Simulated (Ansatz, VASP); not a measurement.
# Ge71P (amorphous Ge at 4.34 g/cm^3) in two plane-wave programs, part 2 of 2

One calculation is typed for both programs; each brings its own data sets. How far apart do they land? Of the first pair: The structure shown is the start of the Ansatz relaxation below; VASP solves that cell, so the two are compared at the walk's first step.

VASP 6.6.1 and Ansatz 0.2.0.

So far. Step 4 (Comparison): The forces differ by 2.2 meV/Å r.m.s., which is 2.5 % of the r.m.s. force of 0.087 eV/Å (both taken over all components). Moments aren't recorded for both runs of this pair, so they may hold unlike magnetic states.

### Step 5. Ansatz: relaxation, PBE

Level of this step: Ansatz beside VASP: Kohn-Sham DFT, plane waves, PBE (Ansatz).

This run makes the geometry at which the two programs are then compared.

The structure compared here is the end of the Ansatz relaxation.

input.yaml

```yaml
crystal:
  lattice:
    - [12.598, 0.0, 0.0]
    - [0.0, 12.598, 0.0]
    - [0.0, 0.0, 12.598]
  atoms:
    - { symbol: Ge, position: [0.236, 0.46324, 0.33875] }
    - { symbol: P, position: [0.61219, 0.66643, 0.11292], spin: 0.6 }
    - { symbol: Ge, position: [0.96774, 0.91581, 0.02484] }
    - { symbol: Ge, position: [0.06775, 0.19265, 0.02608] }
    - { symbol: Ge, position: [0.1372, 0.69082, 0.59347] }
    - { symbol: Ge, position: [0.15397, 0.88966, 0.61453] }
    - { symbol: Ge, position: [0.70349, 0.1617, 0.68169] }
    - { symbol: Ge, position: [0.63966, 0.57109, 0.38463] }
    - { symbol: Ge, position: [0.9918, 0.19596, 0.32553] }
    - { symbol: Ge, position: [0.91135, 0.8229, 0.85923] }
    - { symbol: Ge, position: [0.01589, 0.3669, 0.92872] }
    - { symbol: Ge, position: [0.69424, 0.74921, 0.46256] }
    - { symbol: Ge, position: [0.71689, 0.71128, 0.65382] }
    - { symbol: Ge, position: [0.91498, 0.36827, 0.38965] }
    - { symbol: Ge, position: [0.04045, 0.51096, 0.36174] }
    - { symbol: Ge, position: [0.9227, 0.51397, 0.19034] }
    - { symbol: Ge, position: [0.64107, 0.95044, 0.0504] }
    - { symbol: Ge, position: [0.55229, 0.46692, 0.04149], spin: 0.6 }
    - { symbol: Ge, position: [0.63249, 0.77625, 0.94505], spin: 0.6 }
    - { symbol: Ge, position: [0.96527, 0.63686, 0.5033] }
    - { symbol: Ge, position: [0.7304, 0.84647, 0.79157] }
    - { symbol: Ge, position: [0.82026, 0.993, 0.13158] }
    - { symbol: Ge, position: [0.99416, 0.9406, 0.72337] }
    - { symbol: Ge, position: [0.51661, 0.7276, 0.64659] }
    - { symbol: Ge, position: [0.27909, 0.58407, 0.49379] }
    - { symbol: Ge, position: [0.72878, 0.21856, 0.87285] }
    - { symbol: Ge, position: [0.15516, 0.63959, 0.7865] }
    - { symbol: Ge, position: [0.97706, 0.63907, 0.87996] }
    - { symbol: Ge, position: [0.54784, 0.85198, 0.19519], spin: 0.6 }
    - { symbol: Ge, position: [0.28796, 0.00069, 0.3461] }
    - { symbol: Ge, position: [0.77291, 0.6359, 0.23353], spin: 0.6 }
    - { symbol: Ge, position: [0.89352, 0.09379, 0.63762] }
    - { symbol: Ge, position: [0.88069, 0.76008, 0.35353] }
    - { symbol: Ge, position: [0.25876, 0.02714, 0.91348] }
    - { symbol: Ge, position: [0.04776, 0.61752, 0.0635] }
    - { symbol: Ge, position: [0.6123, 0.9098, 0.37507] }
    - { symbol: Ge, position: [0.178, 0.47468, 0.99665] }
    - { symbol: Ge, position: [0.11398, 0.93276, 0.42515] }
    - { symbol: Ge, position: [0.94489, 0.04714, 0.44424] }
    - { symbol: Ge, position: [0.90626, 0.17443, 0.14255] }
    - { symbol: Ge, position: [0.25155, 0.85982, 0.03418] }
    - { symbol: Ge, position: [0.27425, 0.48044, 0.82071] }
    - { symbol: Ge, position: [0.29896, 0.30513, 0.44685] }
    - { symbol: Ge, position: [0.47743, 0.69701, 0.8407] }
    - { symbol: Ge, position: [0.74418, 0.42907, 0.48864] }
    - { symbol: Ge, position: [0.46111, 0.03386, 0.45464] }
    - { symbol: Ge, position: [0.60522, 0.00047, 0.75185] }
    - { symbol: Ge, position: [0.48908, 0.23718, 0.39455] }
    - { symbol: Ge, position: [0.3036, 0.92523, 0.7415] }
    - { symbol: Ge, position: [0.47435, 0.49794, 0.85501] }
    - { symbol: Ge, position: [0.5011, 0.42727, 0.65954] }
    - { symbol: Ge, position: [0.80817, 0.94808, 0.33002] }
    - { symbol: Ge, position: [0.87498, 0.4801, 0.82436] }
    - { symbol: Ge, position: [0.29273, 0.76398, 0.86339] }
    - { symbol: Ge, position: [0.936, 0.19508, 0.82348] }
    - { symbol: Ge, position: [0.39097, 0.12033, 0.05451] }
    - { symbol: Ge, position: [0.29683, 0.42091, 0.14936] }
    - { symbol: Ge, position: [0.83264, 0.54352, 0.63235] }
    - { symbol: Ge, position: [0.19952, 0.17908, 0.32726] }
    - { symbol: Ge, position: [0.23475, 0.22845, 0.13763] }
    - { symbol: Ge, position: [0.05775, 0.04057, 0.89355] }
    - { symbol: Ge, position: [0.57324, 0.0959, 0.93003] }
    - { symbol: Ge, position: [0.46691, 0.92322, 0.62885] }
    - { symbol: Ge, position: [0.37233, 0.94475, 0.1675] }
    - { symbol: Ge, position: [0.60959, 0.29166, 0.5555] }
    - { symbol: Ge, position: [0.87216, 0.36135, 0.07292] }
    - { symbol: Ge, position: [0.3012, 0.42282, 0.62151] }
    - { symbol: Ge, position: [0.72277, 0.4064, 0.94746] }
    - { symbol: Ge, position: [0.4769, 0.30743, 0.16211] }
    - { symbol: Ge, position: [0.47793, 0.57832, 0.52068] }
    - { symbol: Ge, position: [0.09148, 0.75896, 0.32904] }
    - { symbol: Ge, position: [0.08848, 0.80167, 0.12888] }
magnetization:
  spin_polarized: true
kpoints:
  mp_grid: { grid: [1, 1, 1] }
hamiltonian:
  xc: pbe
scf:
  occupations: { method: fermi_dirac, width: 0.025 }
  lower_state_search: "off"
output:
  forces: true
  eigenvalues: true
relax:
  f_tol: 0.05
  max_steps: 90
```

On the command line:

```
ansatz run input.yaml --threads 8 --pin off --max-ram 15872MiB --backend cpu --events-out ev --progress --plain --runs-dir out
```

Numbers of over 12 decimals in the logs are rounded to 6 here.

What it wrote:

```text
[...]
Crystal: 72 atoms, lattice volume = 1999.424 Å³
Basis set: ecut = 420 eV, 39127 PW (Γ), exchange–correlation on 180×180×180 points (8 copies of the dense FFT grid, shifted against one another)
Bands: 602, of which v1, the nominal top of the filled ones, is band 500 counted from 1 (499 counted from 0)
Symmetry: 1 space group operations
[...]
k-points: 1
[...]
Starting moments: Σ|m| = 3 μB on 5 of 72 sites
[...]
- { symbol: Ge, position: [0.092753, 0.198181, 0.00806768] }
    - { symbol: Ge, position: [0.134912, 0.690318, 0.600340] }
    - { symbol: Ge, position: [0.151631, 0.887606, 0.615944] }
    - { symbol: Ge, position: [0.704390, 0.152105, 0.676509] }
    - { symbol: Ge, position: [0.640118, 0.579044, 0.394081] }
    - { symbol: Ge, position: [0.995320, 0.205080, 0.317310] }
[...]
- { symbol: Ge, position: [0.473094, 0.288118, 0.167120] }
    - { symbol: Ge, position: [0.476111, 0.577162, 0.526080] }
    - { symbol: Ge, position: [0.085628, 0.760173, 0.331392] }
    - { symbol: Ge, position: [0.087859, 0.792613, 0.130424] }
```

### Step 6. VASP: single point, PBE, relaxed cell, pair 2

The same cell, functional, mesh and smearing now go to VASP, with its own data sets.

INCAR

```
SYSTEM = Ge71P
PREC = Accurate
ENCUT = 410
EDIFF = 1E-06
NELM = 200
ISMEAR = -1
SIGMA = 0.025
LREAL = Auto
ALGO = Normal
GGA = PE
NBANDS = 584
ISPIN = 2
MAGMOM = 0 0 0 -0 -0 -0 -0 0 0 0 -0 -0 0 0 -0 0 0 0 0 0 0 -0 0 -0 0 0 0 0 -0 0 0 0 0 0 0 0 0 0 0 -0 0 0 0 0 0 0 0 0 -0 0 0 0 0 0 0 0 0 0 0 -0 0 0 -0 0 0 0 0 0 0 0 0 0
LORBIT = 11
LWAVE = .FALSE.
LCHARG = .FALSE.
ISIF = 2
LASPH = .TRUE.
GGA_COMPAT = .FALSE.
NCORE = 2
```

POSCAR

```
Ge71P
1.0
   12.5980000000      0.0000000000      0.0000000000
    0.0000000000     12.5980000000      0.0000000000
    0.0000000000      0.0000000000     12.5980000000
Ge P
71 1
Direct
    0.2498600000      0.4772500000      0.3275300000
    0.9660600000      0.9083200000      0.0289800000
    0.0927500000      0.1981800000      0.0080700000
    0.1349100000      0.6903200000      0.6003400000
    0.1516300000      0.8876100000      0.6159400000
    0.7043900000      0.1521100000      0.6765100000
    0.6401200000      0.5790400000      0.3940800000
    0.9953200000      0.2050800000      0.3173100000
    0.9099900000      0.8187500000      0.8609700000
    0.0074900000      0.3648000000      0.9137200000
    0.6975600000      0.7578100000      0.4689600000
    0.7148600000      0.7126100000      0.6576800000
    0.9217400000      0.3830500000      0.3779300000
    0.0521200000      0.5272100000      0.3583200000
    0.9088800000      0.5037800000      0.1913800000
    0.6420500000      0.9558500000      0.0539700000
    0.5406300000      0.4640300000      0.0448100000
    0.6189500000      0.7757200000      0.9584300000
    0.9652800000      0.6405100000      0.5059400000
    0.7251300000      0.8381200000      0.8048400000
    0.8239500000      0.9974800000      0.1322600000
    0.9891700000      0.9365100000      0.7216900000
    0.5135800000      0.7254500000      0.6556100000
    0.2767000000      0.5866300000      0.4961300000
    0.7228500000      0.2226500000      0.8644800000
    0.1526100000      0.6296700000      0.7923100000
    0.9731700000      0.6344500000      0.8838500000
    0.5538800000      0.8577200000      0.2023500000
    0.2890700000      0.0086400000      0.3436600000
    0.7654100000      0.6385200000      0.2338700000
    0.8993900000      0.0978500000      0.6381900000
    0.8759400000      0.7637300000      0.3555000000
    0.2515900000      0.0204100000      0.9193900000
    0.0409700000      0.6077300000      0.0686800000
    0.6183200000      0.9187100000      0.3812300000
    0.1713400000      0.4664200000      0.9924200000
    0.1182400000      0.9349000000      0.4257400000
    0.9523100000      0.0565900000      0.4418600000
    0.9268200000      0.1714800000      0.1297200000
    0.2506800000      0.8537400000      0.0385000000
    0.2620500000      0.4617800000      0.8107300000
    0.3094300000      0.3149400000      0.4341300000
    0.4697900000      0.6882900000      0.8484800000
    0.7475300000      0.4301300000      0.4847600000
    0.4621200000      0.0349400000      0.4587300000
    0.6031400000      0.9952500000      0.7546500000
    0.4955600000      0.2326600000      0.3952900000
    0.2975200000      0.9205700000      0.7456600000
    0.4592700000      0.4873500000      0.8575900000
    0.5027500000      0.4233100000      0.6623500000
    0.8135600000      0.9550400000      0.3311800000
    0.8684500000      0.4813600000      0.8176900000
    0.2871200000      0.7586200000      0.8668200000
    0.9310900000      0.1860000000      0.8297600000
    0.3954500000      0.1132500000      0.0468100000
    0.3218500000      0.4482300000      0.1335200000
    0.8294000000      0.5464700000      0.6294900000
    0.2023800000      0.1899100000      0.3218500000
    0.2571600000      0.2464300000      0.1360000000
    0.0503300000      0.0303600000      0.8937500000
    0.5752400000      0.0960900000      0.9300600000
    0.4614600000      0.9202800000      0.6332900000
    0.3735200000      0.9431100000      0.1681200000
    0.6144300000      0.2899300000      0.5547700000
    0.8698100000      0.3537900000      0.0630400000
    0.3062800000      0.4201000000      0.6124900000
    0.7172400000      0.4068200000      0.9426600000
    0.4730900000      0.2881200000      0.1671200000
    0.4761100000      0.5771600000      0.5260800000
    0.0856300000      0.7601700000      0.3313900000
    0.0878600000      0.7926100000      0.1304200000
    0.6096300000      0.6796900000      0.1283200000
```

KPOINTS

```
Automatic mesh
0
Gamma
1 1 1
0 0 0
```

PAW data sets: Ge_d and P (PBE family, release 64).

On the command line:

```
mpirun -np 8 vasp_gam
```

What it wrote:

```text
[... set-up lines as in an earlier step ...]
 entering main loop
       N       E                     dE             d eps       ncg     rms          rms(c)
DAV:   1     0.187145535994E+05    0.18715E+05   -0.37385E+05  2440   0.454E+03
DAV:   2     0.426729024413E+04   -0.14447E+05   -0.14005E+05  2336   0.104E+03
DAV:   3     0.490510530947E+03   -0.37768E+04   -0.35990E+04  2440   0.289E+02
DAV:   4    -0.239203000898E+03   -0.72971E+03   -0.67632E+03  2672   0.124E+02
[...]
DAV:  18    -0.308453961843E+03   -0.28842E-05   -0.18025E-05  2328   0.180E-02    0.204E-03
DAV:  19    -0.308453962893E+03   -0.10500E-05   -0.80951E-06  2192   0.180E-02    0.137E-03
DAV:  20    -0.308453963307E+03   -0.41380E-06   -0.25912E-06  1760   0.107E-02
   1 F= -.30845396E+03 E0= -.30843659E+03  d E =-.347564E-01  mag=     0.0001
```

From OUTCAR (step 6):

```text
  FREE ENERGIE OF THE ION-ELECTRON SYSTEM (eV)
  ---------------------------------------------------
  free  energy   TOTEN  =      -308.4539633073 eV

  energy  without entropy=     -308.4192069191  energy(sigma->0) =     -308.43658511

 magnetization (x)
# of ion       s       p       d       tot
------------------------------------------
    1       -0.000   0.000   0.000   0.000
    2        0.000   0.000  -0.000   0.000
    3        0.000   0.000   0.000   0.000
    4       -0.000  -0.000  -0.000  -0.000
    5       -0.000  -0.000   0.000  -0.000
    6       -0.000  -0.000   0.000  -0.000
    7       -0.000  -0.000   0.000  -0.000
    8        0.000   0.000   0.000   0.000
    9        0.000   0.000  -0.000   0.000
   10       -0.000   0.000   0.000   0.000
   11        0.000  -0.000  -0.000  -0.000
   12        0.000  -0.000   0.000  -0.000
   13       -0.000   0.000   0.000   0.000
[...]
--------------------------------------------------
tot          0.000   0.000   0.000   0.000

[... 1 part as in an earlier step ...]
```

The run ends at a pressure of -1.75 GPa, with forces up to 0.036 eV/Å.

### Step 7. Differences

At this near-relaxed geometry the largest component of a force difference is 8 meV/Å.

### Step 8. Results

| Property | Result |
| --- | --- |
| r.m.s. force difference (single point, PBE, start cell, pair 1) | 2.2 meV/Å |
| r.m.s. force difference (single point, PBE, relaxed cell, pair 2) | 2.3 meV/Å |

The r.m.s. force difference is 2.3 meV/Å (single point, PBE, relaxed cell, pair 2), within the 12 meV/Å picked in this series as the mark of a large difference. Such differences can come from data sets, numerical settings and the points named under the comparisons, not from the functional's error against experiment.

[Lines on the potential files, build, host, timing and source positions are cut from VASP's logs without a mark.]

[Logs are printed without paths, hosts, clocks, repeated set-up lines and the standing remarks that a program may print on its own settings, such as how far it seeks lower states.]

[Hosts, paths, dates, database ids (printed as entryN), source tags and the programs' standing remarks are cut or masked in the printed files.]
